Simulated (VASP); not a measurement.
A convergence study with VASP on GaAs (zinc blende): one setting is varied, all else stays as given below, so the limit is that of these other settings. Each run relaxes cell and ions from the cell shown.

```xyz
2
Lattice="0.0000 2.8250 2.8250 2.8250 0.0000 2.8250 2.8250 2.8250 0.0000" Properties=species:S:1:pos:R:3 pbc="T T T"
Ga     0.0000     0.0000     0.0000
As     1.4125     1.4125     1.4125
```

These are PBEsol GGA, VASP's PBE PAW potentials (set 64) (plane waves; VASP 6.6.1) values and carry that method's errors. The tightest run used: 550 eV cut-off, 12×12×12 Γ-centred mesh, Gaussian smearing of 0.050 eV, potentials Ga_d As.

Task: The settings run are 2×2×2 mesh; 3×3×3 mesh; 4×4×4 mesh; 5×5×5 mesh; 6×6×6 mesh; 7×7×7 mesh; 8×8×8 mesh; 9×9×9 mesh; 10×10×10 mesh; 11×11×11 mesh; 12×12×12 mesh. From which on does the relaxed volume stay within 0.05 Å³/atom of the tightest run?

Result: From 5×5×5 mesh on: it is off by 0.000 there and by no more than 0.05 in any finer run, while 4×4×4 mesh is off by 0.074.
```json
[
 {"setting": "2×2×2 mesh", "relaxed volume (Å³/atom)": "27.281", "E (eV/atom)": "-3.4129", "irreducible k-points": "3", "difference judged (Å³/atom)": "4.571"},
 {"setting": "3×3×3 mesh", "relaxed volume (Å³/atom)": "23.090", "E (eV/atom)": "-4.2461", "irreducible k-points": "4", "difference judged (Å³/atom)": "0.380"},
 {"setting": "4×4×4 mesh", "relaxed volume (Å³/atom)": "22.784", "E (eV/atom)": "-4.4531", "irreducible k-points": "8", "difference judged (Å³/atom)": "0.074"},
 {"setting": "5×5×5 mesh", "relaxed volume (Å³/atom)": "22.710", "E (eV/atom)": "-4.5130", "irreducible k-points": "10", "difference judged (Å³/atom)": "0.000"},
 {"setting": "6×6×6 mesh", "relaxed volume (Å³/atom)": "22.698", "E (eV/atom)": "-4.5331", "irreducible k-points": "16", "difference judged (Å³/atom)": "0.012"},
 {"setting": "7×7×7 mesh", "relaxed volume (Å³/atom)": "22.698", "E (eV/atom)": "-4.5406", "irreducible k-points": "20", "difference judged (Å³/atom)": "0.012"},
 {"setting": "8×8×8 mesh", "relaxed volume (Å³/atom)": "22.701", "E (eV/atom)": "-4.5437", "irreducible k-points": "29", "difference judged (Å³/atom)": "0.009"},
 {"setting": "9×9×9 mesh", "relaxed volume (Å³/atom)": "22.704", "E (eV/atom)": "-4.5451", "irreducible k-points": "35", "difference judged (Å³/atom)": "0.005"},
 {"setting": "10×10×10 mesh", "relaxed volume (Å³/atom)": "22.707", "E (eV/atom)": "-4.5458", "irreducible k-points": "47", "difference judged (Å³/atom)": "0.003"},
 {"setting": "11×11×11 mesh", "relaxed volume (Å³/atom)": "22.709", "E (eV/atom)": "-4.5461", "irreducible k-points": "56", "difference judged (Å³/atom)": "0.001"},
 {"setting": "12×12×12 mesh", "relaxed volume (Å³/atom)": "22.710", "E (eV/atom)": "-4.5463", "irreducible k-points": "72", "difference judged (Å³/atom)": "0.000"}
]
```

Left out are rungs that failed or repeat a setting and relaxations that didn't move; long series are thinned to 24 rows.

The compound is GaAs in the zinc blende structure.
